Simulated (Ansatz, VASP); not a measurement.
# Cross-check of Al36Ga12N47 (V_N hop (3.1 A)) between VASP and Ansatz

One calculation is typed for both programs; each brings its own data sets. How far apart do they land? Of the first pair: The structure shown is the start of the Ansatz relaxation below; VASP solves that cell, so the two are compared at the walk's first step.

Method: plane waves, with VASP 6.6.1 beside it; PBEsol, in Ansatz 0.2.0.

## (1) The structure

The cell holds 95 atoms: 36 Al, 12 Ga and 47 N. Its edges and angles: a = 10.087 Å, b = 9.390 Å, c = 10.836 Å, α = 90.0°, β = 90.0°, γ = 90.0°. It derives from Al3GaN4 (Al3GaN4 (Pm)). Nearest the centre at fractional (0.437, 0.500, 0.502): Al26 at 1.12 Å, N59 at 1.53 Å, Al10 at 2.08 Å, Al30 at 2.44 Å, Al36 at 2.46 Å, N64 at 2.66 Å, N72 at 2.66 Å, N88 at 2.69 Å. The cell carries charge +3.

## (2) Ansatz: relaxation, PBEsol

Ansatz runs on its default PAW (the set named soft_2) files.

The two programs are compared at the cell with which this relaxation starts, whose forces are those of its first step.

File input.yaml:

```yaml
crystal:
  lattice:
    - [10.08692303, 0.0, 0.00025291]
    - [0.0, 9.39015873, 0.0]
    - [-0.00644803, 0.0, 10.83602103]
  atoms:
    - { symbol: Al, position: [0.24962404, 0.16600135, 0.08335055] }
    - { symbol: Al, position: [-0.00117985, 0.16578976, 0.41603142] }
    - { symbol: Al, position: [0.00067805, 0.00015977, 0.16566415] }
    - { symbol: Ga, position: [0.24835245, 0.0001294, 0.3312222] }
    - { symbol: "N", position: [0.05517305, 0.00017607, 0.33294957] }
    - { symbol: "N", position: [0.06148322, 0.16638953, 0.08313304] }
    - { symbol: "N", position: [0.31193516, 0.16648628, 0.41949494] }
    - { symbol: "N", position: [0.31207076, 0.00012716, 0.16265364] }
    - { symbol: Al, position: [0.24681919, 0.16335317, 0.58061526] }
    - { symbol: Al, position: [-0.00012426, 0.1652459, 0.91841505] }
    - { symbol: Al, position: [-0.00137979, 0.00015526, 0.66611556] }
    - { symbol: Ga, position: [0.24861875, 0.00014998, 0.83296739] }
    - { symbol: "N", position: [0.05538718, 0.00018361, 0.83222118] }
    - { symbol: "N", position: [0.06045169, 0.16508005, 0.58249086] }
    - { symbol: "N", position: [0.31358176, 0.16672496, 0.91917362] }
    - { symbol: "N", position: [0.31308577, 0.00011853, 0.6625325] }
    - { symbol: Al, position: [0.24917791, 0.50011754, 0.08454227] }
    - { symbol: Al, position: [0.00369379, 0.5001941, 0.40885071] }
    - { symbol: Al, position: [-0.00017561, 0.33271048, 0.16360193] }
    - { symbol: Ga, position: [0.24970977, 0.33333333, 0.33310103] }
    - { symbol: "N", position: [0.05506058, 0.33186707, 0.33138832] }
    - { symbol: "N", position: [0.06090139, 0.50016159, 0.08347911] }
    - { symbol: "N", position: [0.561293, 0.5, 0.583587] }
    - { symbol: "N", position: [0.31243521, 0.33338809, 0.16304848] }
    - { symbol: Al, position: [0.25011431, 0.5, 0.58366544] }
    - { symbol: Al, position: [-0.00081417, 0.50017602, 0.91853899] }
    - { symbol: Al, position: [0.00443, 0.32595001, 0.66953488] }
    - { symbol: Ga, position: [0.24638725, 0.33382552, 0.838] }
    - { symbol: "N", position: [0.05513057, 0.33306201, 0.83482462] }
    - { symbol: "N", position: [0.04909929, 0.50016851, 0.58307602] }
    - { symbol: "N", position: [0.3122471, 0.5002058, 0.92049359] }
    - { symbol: "N", position: [0.31159519, 0.33333333, 0.66314769] }
    - { symbol: Al, position: [0.24962129, 0.83423661, 0.08333386] }
    - { symbol: Al, position: [-0.00118854, 0.8345765, 0.41601673] }
    - { symbol: Al, position: [-0.00019032, 0.66761643, 0.16359659] }
    - { symbol: Ga, position: [0.24970977, 0.66666667, 0.33310103] }
    - { symbol: "N", position: [0.05506406, 0.66851201, 0.33137759] }
    - { symbol: "N", position: [0.06147576, 0.83393169, 0.08312969] }
    - { symbol: "N", position: [0.31194845, 0.83387232, 0.41952373] }
    - { symbol: "N", position: [0.31243661, 0.66686884, 0.16302568] }
    - { symbol: Al, position: [0.24678536, 0.8368343, 0.58064591] }
    - { symbol: Al, position: [-0.00012737, 0.83513258, 0.9184159] }
    - { symbol: Al, position: [0.00440767, 0.6743433, 0.6695223] }
    - { symbol: Ga, position: [0.24635306, 0.66644178, 0.83799812] }
    - { symbol: "N", position: [0.05508923, 0.66729213, 0.83482559] }
    - { symbol: "N", position: [0.06040691, 0.83522126, 0.58248993] }
    - { symbol: "N", position: [0.3135519, 0.83369281, 0.91914497] }
    - { symbol: "N", position: [0.31159519, 0.66666667, 0.66314769] }
    - { symbol: Al, position: [0.75163752, 0.16581639, 0.08370085] }
    - { symbol: Al, position: [0.4984085, 0.16599567, 0.41536959] }
    - { symbol: Al, position: [0.50033429, 0.0001698, 0.16697352] }
    - { symbol: Ga, position: [0.74969782, 0.00012875, 0.33209824] }
    - { symbol: "N", position: [0.55558207, 0.0001626, 0.33392659] }
    - { symbol: "N", position: [0.56261337, 0.16496332, 0.08373083] }
    - { symbol: "N", position: [0.81107196, 0.16734054, 0.41968804] }
    - { symbol: "N", position: [0.81210709, 0.00012353, 0.16342894] }
    - { symbol: Al, position: [0.75132791, 0.16661702, 0.58253326] }
    - { symbol: Al, position: [0.50076776, 0.16322622, 0.92098241] }
    - { symbol: Al, position: [0.50120872, 0.00015202, 0.6648897] }
    - { symbol: Ga, position: [0.75054207, 0.00014921, 0.83288153] }
    - { symbol: "N", position: [0.5555292, 0.0002086, 0.83130209] }
    - { symbol: "N", position: [0.56109846, 0.16793697, 0.5821162] }
    - { symbol: "N", position: [0.81206095, 0.1665116, 0.9196053] }
    - { symbol: "N", position: [0.80975685, 0.00015773, 0.6623278] }
    - { symbol: Al, position: [0.75030547, 0.50011728, 0.08365145] }
    - { symbol: Al, position: [0.50045971, 0.5, 0.41740264] }
    - { symbol: Al, position: [0.50074962, 0.33058396, 0.16075833] }
    - { symbol: Ga, position: [0.7509889, 0.33217928, 0.33122022] }
    - { symbol: "N", position: [0.55558724, 0.33333333, 0.33316332] }
    - { symbol: "N", position: [0.56081473, 0.50015754, 0.08346504] }
    - { symbol: "N", position: [0.81314951, 0.50018516, 0.41606472] }
    - { symbol: "N", position: [0.81102377, 0.33341217, 0.16242785] }
    - { symbol: Al, position: [0.81258818, 0.50010661, 0.58346201] }
    - { symbol: Al, position: [0.49880309, 0.50018072, 0.91869131] }
    - { symbol: Al, position: [0.50054365, 0.33333333, 0.66584605] }
    - { symbol: Ga, position: [0.7511745, 0.33312899, 0.83461955] }
    - { symbol: "N", position: [0.55601897, 0.33364752, 0.83437499] }
    - { symbol: "N", position: [0.81126745, 0.50018116, 0.91949361] }
    - { symbol: "N", position: [0.81284175, 0.33062724, 0.66489896] }
    - { symbol: Al, position: [0.75163139, 0.83441842, 0.08369065] }
    - { symbol: Al, position: [0.49843601, 0.8343636, 0.41538938] }
    - { symbol: Al, position: [0.50075238, 0.66975184, 0.16075353] }
    - { symbol: Ga, position: [0.7509725, 0.66809667, 0.33122465] }
    - { symbol: "N", position: [0.55558724, 0.66666667, 0.33316332] }
    - { symbol: "N", position: [0.56260592, 0.83535455, 0.08371352] }
    - { symbol: "N", position: [0.811098, 0.83303964, 0.41967808] }
    - { symbol: "N", position: [0.81101501, 0.66684779, 0.16241846] }
    - { symbol: Al, position: [0.75137169, 0.83362157, 0.58252666] }
    - { symbol: Al, position: [0.50073775, 0.83719375, 0.92095486] }
    - { symbol: Al, position: [0.50054365, 0.66666667, 0.66584605] }
    - { symbol: Ga, position: [0.75118166, 0.66714292, 0.83462902] }
    - { symbol: "N", position: [0.55603066, 0.66671387, 0.83435664] }
    - { symbol: "N", position: [0.56116501, 0.83232712, 0.58215678] }
    - { symbol: "N", position: [0.81204053, 0.83387641, 0.91959246] }
    - { symbol: "N", position: [0.8128095, 0.66960301, 0.66488719] }
total_charge: 3
basis:
  ecutwfc: 420
  xc_grid: 2
hamiltonian:
  xc: pbesol
kpoints:
  mp_grid: { grid: [1, 1, 1], shift: [0.25, 0.25, 0.25] }
scf:
  occupations: { method: fixed }
  max_iter: 150
output:
  forces: true
relax:
  f_tol: 0.02
  max_steps: 70
  random_displacement: { amplitude: 0.01, seed: 4648 }
```

The run is started by

```
$ ansatz run input.yaml --threads 32 --pin off --max-ram 84787MiB --backend cuda --events-out ev --progress --plain --runs-dir out --max-vram 78GiB
```

Numbers of over 12 decimals in the logs are rounded to 6 here.

The program printed:

```text
The last accepted step is kept in <dir> (removed where the run ends without a failure and the disk answers)
Engine: ansatz 0.2.0, aarch64-unknown-linux-gnu
Pseudopotentials: kind: paw
Pseudopotential: Al, paw, valence charge 3, recommended cutoff 420 eV (normal), Al.paw.azcp
Pseudopotential: Ga, paw, valence charge 13, recommended cutoff 420 eV (normal), Ga.paw.azcp
Pseudopotential: N, paw, valence charge 5, recommended cutoff 420 eV (normal), N.paw.azcp
Functional definition: PBEsol
  exchange = pbesol_x
  correlation = pbesol_c
[...]
Crystal: 95 atoms, lattice volume = 1026.364 Å³
Basis set: ecut = 420 eV, 20007 PW (Γ), exchange–correlation on 144×128×150 points (8 copies of the dense FFT grid, shifted against one another)
Bands: 343, of which v1, the nominal top of the filled ones, is band 248 counted from 1 (247 counted from 0)
Symmetry: 1 space group operations
k-points: 1
Non-local potential: Al, projectors of the file, l = 0: 2, l = 1: 2, l = 2: 1
Non-local potential: Ga, projectors of the file, l = 0: 2, l = 1: 2, l = 2: 3, l = 3: 1
Non-local potential: N, projectors of the file, l = 0: 2, l = 1: 2, l = 2: 1
PAW form: soft (Blöchl's): semilocal exchange-correlation on the pseudo side does not see the compensation charge
PAW frozen core: Al, regenerated for the run's functional, and the local potential with it (the file was generated under x = pbe(κ = 0.804, μ = 0.219515), c = pbe(β = 0.066725))
PAW frozen core: Ga, regenerated for the run's functional, and the local potential with it (the file was generated under x = pbe(κ = 0.804, μ = 0.219515), c = pbe(β = 0.066725))
PAW frozen core: N, regenerated for the run's functional, and the local potential with it (the file was generated under x = pbe(κ = 0.804, μ = 0.219515), c = pbe(β = 0.066725))
PAW one-centre angular grid: Al, 110 points (default); XC on 64 Gauss nodes
PAW one-centre angular grid: Ga, 590 points (default); XC on 64 Gauss nodes
PAW one-centre angular grid: N, 110 points (default); XC on 64 Gauss nodes
Initial density: superposition of atomic densities (neutral atoms scaled as one to the charged cell's electrons: chi_scale 0, normalization atom), corrected by the library's trained network
Initial wavefunctions: pseudopotential atomic-orbital guess
[...]
Functional: x = pbesol(κ = 0.804, μ = 0.123457), c = pbesol(β = 0.046)
SCF iter   1: F=—  HF=-81730.989412 eV  |F-HF|=—  |Δ(HF+E_count)|=         —  Δρ=2.33e-2  dr2=1.20e1  ethr=1.77e-3  ⟨swp⟩=5.0  Hψ=1066  notcnv=0  defer=93
preconditioner: auto → Resta (q_TF=auto, 2.417 Å⁻¹)  ε∞=4.0  [insulator: Δε(μ)=0.415 eV  Ē_g=14.852 eV  n_scr=252 (ndim 8)  ℏωp=25.8 eV  f_vac=0.000  ε∞_Penn≈4.0]
SCF iter   2: F=—  HF=-81730.065898 eV  |F-HF|=—  |Δ(HF+E_count)|=   9.24e-1  Δρ=2.03e-2  dr2=6.51e0  ethr=1.77e-3  ⟨swp⟩=2.0  Hψ=594  notcnv=0  defer=93
[...]
SCF iter   7: F=—  HF=-81728.786612 eV  |F-HF|=—  |Δ(HF+E_count)|=   1.07e-2  Δρ=1.22e-3  dr2=2.62e-2  ethr=4.96e-5  ⟨swp⟩=2.0  Hψ=254  notcnv=0  defer=73
automatic band count: iteration 7 solves 323 bands in place of 343: the levels show a gap, and the empty bands left out lie too high to hold charge; the band table lists the bands solved (type scf.n_extra_bands for more)
[...]
SCF 1 converged in 13 iterations: F = -81728.783172 eV  dr2 = 2.15e-6
  greatest PAW one-centre occupation: 0.996 electrons in one spin orbital (limit 2), on the Ga atom at site 75 (counted from 0), in its partial waves of l = 2
relax step   1: F+E_penalty+E_count = -81728.78317159 eV  Δ(F+E_penalty+E_count) = +0.000e0 eV  max|allowed force component| = 2.436e0 eV/Å  Δτ_max = 0.0000 Å  (13 SCF iters, dr2 threshold 1.00e-5 eV, accepted)
[...]
automatic band count: iteration 1 solves 323 bands in place of 343: the levels show a gap, and the empty bands left out lie too high to hold charge; the band table lists the bands solved (type scf.n_extra_bands for more)
preconditioner: auto → Resta (q_TF=auto, 2.417 Å⁻¹)  ε∞=4.4  [insulator: Δε(μ)=0.526 eV  Ē_g=13.942 eV  n_scr=252 (ndim 8)  ℏωp=25.8 eV  f_vac=0.000  ε∞_Penn≈4.4]
[...]
SCF 2 converged in 9 iterations: F = -81730.094481 eV  dr2 = 2.73e-5
[...]
SCF 3 converged in 7 iterations: F = -81731.393505 eV  dr2 = 8.79e-6
[...]
SCF 4 converged in 7 iterations: F = -81732.144120 eV  dr2 = 9.16e-6
[...]
SCF 5 converged in 5 iterations: F = -81732.358273 eV  dr2 = 9.81e-5
[...]
SCF 6 converged in 6 iterations: F = -81732.370315 eV  dr2 = 6.15e-7
[...]
SCF 7 converged in 6 iterations: F = -81732.375288 eV  dr2 = 2.87e-7
[...]
SCF 8 converged in 6 iterations: F = -81732.376263 eV  dr2 = 2.43e-8
[...]
SCF converged after 6 iterations
[...]
- { symbol: N, position: [0.313417, 0.831145, 0.420901] }
    - { symbol: N, position: [0.312348, 0.666262, 0.162069] }
    - { symbol: Al, position: [0.248703, 0.834190, 0.584864] }
    - { symbol: Al, position: [0.000410844, 0.834223, 0.916926] }
    - { symbol: Al, position: [-0.00210561, 0.671240, 0.667502] }
    - { symbol: Ga, position: [0.249931, 0.669131, 0.837349] }
    - { symbol: N, position: [0.056966, 0.666831, 0.832601] }
    - { symbol: N, position: [0.061279, 0.833799, 0.583453] }
    - { symbol: N, position: [0.314611, 0.834905, 0.918792] }
    - { symbol: N, position: [0.312438, 0.667160, 0.662458] }
    - { symbol: Al, position: [0.749970, 0.165206, 0.081933] }
    - { symbol: Al, position: [0.502723, 0.166674, 0.417905] }
    - { symbol: Al, position: [0.501920, 0.000158905, 0.165134] }
    - { symbol: Ga, position: [0.748485, 0.000115958, 0.331833] }
    - { symbol: N, position: [0.554497, 0.000178602, 0.333191] }
    - { symbol: N, position: [0.561287, 0.166769, 0.083298] }
    - { symbol: N, position: [0.812375, 0.165283, 0.420482] }
    - { symbol: N, position: [0.811871, 9.553221932886064e-5, 0.163373] }
    - { symbol: Al, position: [0.749235, 0.165856, 0.584379] }
    - { symbol: Al, position: [0.502718, 0.166197, 0.916517] }
    - { symbol: Al, position: [0.501305, 0.000173792, 0.665950] }
    - { symbol: Ga, position: [0.750248, 0.000132955, 0.832462] }
    - { symbol: N, position: [0.556645, 0.00018714, 0.832331] }
    - { symbol: N, position: [0.560624, 0.167191, 0.583076] }
    - { symbol: N, position: [0.813288, 0.166422, 0.919615] }
    - { symbol: N, position: [0.811791, 0.000126371, 0.662632] }
    - { symbol: Al, position: [0.749335, 0.500096, 0.081853] }
    - { symbol: Al, position: [0.560863, 0.500179, 0.416709] }
    - { symbol: Al, position: [0.502807, 0.333369, 0.164131] }
    - { symbol: Ga, position: [0.754708, 0.326031, 0.328529] }
    - { symbol: N, position: [0.556511, 0.332018, 0.331746] }
    - { symbol: N, position: [0.560661, 0.500135, 0.083320] }
    - { symbol: N, position: [0.801830, 0.500192, 0.419824] }
    - { symbol: N, position: [0.811584, 0.333087, 0.160916] }
    - { symbol: Al, position: [0.754417, 0.500119, 0.590937] }
    - { symbol: Al, position: [0.501580, 0.500190, 0.916545] }
    - { symbol: Al, position: [0.502290, 0.332554, 0.666219] }
    - { symbol: Ga, position: [0.749272, 0.332715, 0.834534] }
    - { symbol: N, position: [0.555623, 0.333557, 0.832759] }
    - { symbol: N, position: [0.812713, 0.500169, 0.919391] }
    - { symbol: N, position: [0.811559, 0.331859, 0.664155] }
    - { symbol: Al, position: [0.749965, 0.834982, 0.081925] }
    - { symbol: Al, position: [0.502760, 0.833680, 0.417938] }
    - { symbol: Al, position: [0.502780, 0.666910, 0.164134] }
    - { symbol: Ga, position: [0.754718, 0.674243, 0.328525] }
    - { symbol: N, position: [0.556504, 0.668341, 0.331756] }
    - { symbol: N, position: [0.561256, 0.833528, 0.083290] }
    - { symbol: N, position: [0.812345, 0.835088, 0.420511] }
    - { symbol: N, position: [0.811573, 0.667121, 0.160909] }
    - { symbol: Al, position: [0.749218, 0.834384, 0.584397] }
    - { symbol: Al, position: [0.502715, 0.834179, 0.916502] }
    - { symbol: Al, position: [0.502313, 0.667794, 0.666203] }
    - { symbol: Ga, position: [0.749278, 0.667561, 0.834528] }
    - { symbol: N, position: [0.555631, 0.666795, 0.832759] }
    - { symbol: N, position: [0.560651, 0.833166, 0.583103] }
    - { symbol: N, position: [0.813291, 0.833915, 0.919609] }
    - { symbol: N, position: [0.811550, 0.668397, 0.664152] }
```

(Part 1 of 3 ends here.)

[Lines on the potential files, build, host, timing and source positions are cut from VASP's logs without a mark.]

[Logs are printed without paths, hosts, clocks, repeated set-up lines and the standing remarks that a program may print on its own settings, such as how far it seeks lower states.]

[Hosts, paths, dates, database ids (printed as entryN), source tags and the programs' standing remarks are cut or masked in the printed files.]
